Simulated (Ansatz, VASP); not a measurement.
# Cross-check of Ta2NF2 (Ta2NF2 MXene, 2 layers, AB) between VASP and Ansatz, part 3 of 3

Wanted: the spread between two codes on one cell, functional and k mesh. Of the first pair: The structure shown is the start of the Ansatz relaxation below; VASP solves that cell, so the two are compared at the walk's first step.

VASP 6.6.1 and Ansatz 0.2.0.

So far: Set-up; Ansatz: relaxation, PBE with D4; VASP: single point, PBE with D4, start cell, pair 1; Differences.

## Step 5: Ansatz: relaxation, PBE with D4

Level of this step: Ansatz beside VASP: Kohn-Sham DFT, plane waves, PBE with D4 (Ansatz).

This run makes the geometry at which the two programs are then compared.

The structure compared here is the end of the Ansatz relaxation.

Input file input.yaml:

```yaml
crystal:
  lattice:
    - [3.15458, 0.0, 0.0]
    - [-1.57729, 2.7319464183, 0.0]
    - [0.0, 0.0, 54.7604793873]
  atoms:
    - { symbol: F, position: [0.3333333333, 0.6666666667, 0.3917058477] }
    - { symbol: Ta, position: [0.6666666667, 0.3333333333, 0.4107963786], spin: 1.0 }
    - { symbol: "N", position: [0.0, 0.0, 0.4335265161] }
    - { symbol: Ta, position: [0.3333333333, 0.6666666667, 0.4562566535], spin: 1.0 }
    - { symbol: F, position: [0.6666666667, 0.3333333333, 0.4753471844] }
    - { symbol: F, position: [0.6666666667, 0.3333333333, 0.5246528156] }
    - { symbol: Ta, position: [0.0, 0.0, 0.5437433465], spin: -1.0 }
    - { symbol: "N", position: [0.3333333333, 0.6666666667, 0.5664734839] }
    - { symbol: Ta, position: [0.6666666667, 0.3333333333, 0.5892036214], spin: -1.0 }
    - { symbol: F, position: [0.0, 0.0, 0.6082941523] }
  periodic: [true, true, false]
magnetization:
  spin_polarized: true
kpoints:
  mp_grid: { grid: [10, 10, 1] }
hamiltonian:
  xc: pbe
  dispersion: d4
scf:
  occupations: { method: fermi_dirac, width: 0.05 }
  convergence: { dr2_threshold: 1.0e-09 }
relax:
  f_tol: 0.015
  max_steps: 90
  cell: {}
output:
  write_potential: true
  write_density: true
  volumetric_format: npy
```

Command:

```bash
> ansatz run input.yaml --threads 4 --pin off --max-ram 6144MiB --backend cpu --events-out ev --progress --plain --runs-dir out
```

Numbers of over 12 decimals in the logs are rounded to 6 here.

Output:

```text
[...]
Crystal: 10 atoms, lattice volume = 471.934 Å³
Basis set: ecut = 420 eV, 9135 PW (Γ), exchange–correlation on 48×48×750 points (8 copies of the dense FFT grid, shifted against one another)
Bands: 57, of which v1, the nominal top of the filled ones, is band 45 counted from 1 (44 counted from 0)
[...]
- { symbol: Ta, position: [0.333333, 0.666667, 0.448819] }
    - { symbol: F, position: [0.666667, 0.333333, 0.473096] }
    - { symbol: F, position: [0.666667, 0.333333, 0.526904] }
[...]
- { symbol: N, position: [0.333333, 0.666667, 0.569336] }
    - { symbol: Ta, position: [0.666667, 0.333333, 0.587466] }
    - { symbol: F, position: [-1.776356839519804e-17, -2.2204460492583907e-17, 0.611824] }
[key lines of the parts left out:]
SCF converged after 8 iterations
Magnetization: 0.0000 μB (45.0000 up, 45.0000 down)
Free energy (F): -43736.091526 eV
Fermi energy:    -3.586350 eV
P = ½ c Tr σ = 0.0197 N/m
```

## Step 6: VASP: single point, PBE with D4, relaxed cell, pair 2

The same cell, functional, mesh and smearing now go to VASP, with its own data sets.

Input file INCAR:

```
SYSTEM = Ta2NF2
PREC = Accurate
ENCUT = 520
EDIFF = 1E-06
NELM = 200
ISMEAR = -1
SIGMA = 0.05
LREAL = .FALSE.
ALGO = Normal
GGA = PE
IVDW = 13
NBANDS = 56
ISPIN = 2
MAGMOM = 0 -0 0 -0 0 -0 0 -0 -0 -0
LASPH = .TRUE.
LMAXMIX = 4
LORBIT = 11
LWAVE = .FALSE.
LCHARG = .FALSE.
ISIF = 2
LDIPOL = .TRUE.
IDIPOL = 3
DIPOL = 0.5 0.5 0.5
LVHAR = .TRUE.
GGA_COMPAT = .FALSE.
NELMDL = -8
KPAR = 2
```

Input file POSCAR:

```
Ta2NF2
1.0
    3.2854653042      0.0000000000      0.0000000000
   -1.6427326521      2.8452964167      0.0000000000
    0.0000000000      0.0000000000     54.7604793873
F Ta N
4 4 2
Direct
    0.3333333333      0.6666666666      0.3881755205
    0.6666666666      0.3333333333      0.4730963698
    0.6666666666      0.3333333333      0.5269036352
    0.9999999999      1.0000000000      0.6118244845
    0.6666666666      0.3333333333      0.4125336448
    0.3333333333      0.6666666666      0.4488189796
    0.9999999999      1.0000000000      0.5511810254
    0.6666666666      0.3333333333      0.5874663603
    0.9999999999      1.0000000000      0.4306636243
    0.3333333333      0.6666666666      0.5693363807
```

Input file KPOINTS:

```
Automatic mesh
0
Gamma
10 10 1
0 0 0
```

PAW data sets: F, Ta_pv and N (PBE family, release 64).

Command:

```bash
> mpirun -np 2 vasp_std
```

Output:

```text
[banner, memory and clock lines left out]
running    2 mpi-ranks, on    1 nodes
[...]
LDA part: xc-table for (Slater+PW92), standard interpolation
 [... a notice as in an earlier step ...]

 POSCAR, INCAR and KPOINTS ok, starting setup
[...]
entering main loop
       N       E                     dE             d eps       ncg     rms          rms(c)
DAV:   1     0.772161792528E+03    0.77216E+03   -0.41258E+04  3808   0.120E+03
DAV:   2    -0.106421322940E+02   -0.78280E+03   -0.75385E+03  4064   0.322E+02
DAV:   3    -0.947102972109E+02   -0.84068E+02   -0.82540E+02  3832   0.104E+02
DAV:   4    -0.971727284165E+02   -0.24624E+01   -0.24300E+01  3992   0.190E+01
[...]
DAV:  29    -0.863530893983E+02   -0.11493E-05   -0.30440E-08  2160   0.840E-04    0.276E-04
DAV:  30    -0.863530906518E+02   -0.12534E-05   -0.32664E-08  2232   0.655E-04    0.831E-05
DAV:  31    -0.863530914866E+02   -0.83481E-06   -0.16855E-08  2256   0.310E-04
   1 F= -.87992880E+02 E0= -.87979647E+02  d E =-.264665E-01  mag=    -0.0000
```

OUTCAR, selected parts (step 6):

```text
  Edisp (eV):   -1.63979

  Total       0.19131     0.19131     0.09055     0.00000     0.00000     0.00000
  in kB       0.59877     0.59877     0.28339     0.00000     0.00000     0.00000
  external pressure =        0.49 kB  Pullay stress =        0.00 kB

 POSITION                                       TOTAL-FORCE (eV/Angst)
 -----------------------------------------------------------------------------------
     -0.00000      1.89686     21.25668        -0.000000     -0.000000     -0.017020
      1.64273      0.94843     25.90698        -0.000000      0.000000      0.015178
      1.64273      0.94843     28.85350         0.000000     -0.000000     -0.015178
      3.28547      0.00000     33.50380        -0.000000      0.000000      0.017020
      1.64273      0.94843     22.59054         0.000000     -0.000000     -0.036306
     -0.00000      1.89686     24.57754         0.000000     -0.000000      0.033774
      3.28547      0.00000     30.18294        -0.000000      0.000000     -0.033774
      1.64273      0.94843     32.16994        -0.000000     -0.000000      0.036306
      3.28547      0.00000     23.58335         0.000000      0.000000     -0.000674
     -0.00000      1.89686     31.17713         0.000000     -0.000000      0.000674
 -----------------------------------------------------------------------------------
    total drift:                                0.000001      0.000001     -0.000007

  FREE ENERGIE OF THE ION-ELECTRON SYSTEM (eV)
  ---------------------------------------------------
  free  energy   TOTEN  =       -87.9928802092 eV

  energy  without entropy=      -87.9664136729  energy(sigma->0) =      -87.97964694

 magnetization (x)
# of ion       s       p       d       tot
------------------------------------------
    1        0.000   0.000   0.000   0.000
    2        0.000   0.000   0.000   0.000
    3        0.000   0.000   0.000   0.000
    4        0.000   0.000   0.000   0.000
    5       -0.000  -0.000  -0.000  -0.000
    6       -0.000  -0.000  -0.000  -0.000
    7       -0.000  -0.000  -0.000  -0.000
    8       -0.000  -0.000  -0.000  -0.000
    9        0.000   0.000   0.000   0.000
   10        0.000   0.000   0.000   0.000
--------------------------------------------------
tot         -0.000   0.000  -0.000  -0.000

[... 1 part as in an earlier step ...]

[... 2 further parts left out ...]
[key lines of the parts left out:]
E-fermi :  -1.1566
```

## Step 7: Comparison

What differs besides the data sets and the points named for the pairs above, as far as they apply: the data sets hold 90 valence electrons in Ansatz (on its default PAW (the set named soft_2) files) and 82 in VASP. Total energies have different zeros and are not compared.

At this near-relaxed geometry the largest component of a force difference is 38 meV/Å. With vacuum in the cell, a pressure given here is an average over mostly empty space and none of the material.

## Step 8: Other set-ups

Further runs change the set-up of one program: Ansatz's method, potentials or start, or VASP's data sets, cutoff or form of LDA. The table gives that difference for each run.

| run | r.m.s. force difference (meV/Å) |
| --- | --- |
| as above | 14 |
| VASP with the data sets F, Ta_sv_GW and N | 7.7 |

## Step 9: Summary of results

| Item | Value |
| --- | --- |
| r.m.s. force difference (single point, PBE with D4, start cell, pair 1) | 0.81 % of the r.m.s. force |
| r.m.s. force difference (single point, PBE with D4, relaxed cell, pair 2) | 14 meV/Å |

What this shows: The r.m.s. force difference is 14 meV/Å (single point, PBE with D4, relaxed cell, pair 2), beyond the 12 meV/Å picked in this series as the mark of a large difference. The data sets hold unlike numbers of valence electrons (90 in Ansatz and 82 in VASP), so part of the differences comes from the potentials. Single point, PBE with D4, relaxed cell, pair 2, VASP with the data sets F, Ta_sv_GW and N: r.m.s. force difference goes from 14 to 7.7 meV/Å. Such differences can come from data sets, numerical settings and the points named under the comparisons, not from the functional's error against experiment.

[Lines on the potential files, build, host, timing and source positions are cut from VASP's logs without a mark.]

[Logs are printed without paths, hosts, clocks, repeated set-up lines and the standing remarks that a program may print on its own settings, such as how far it seeks lower states.]

[Hosts, paths, dates, database ids (printed as entryN), source tags and the programs' standing remarks are cut or masked in the printed files.]
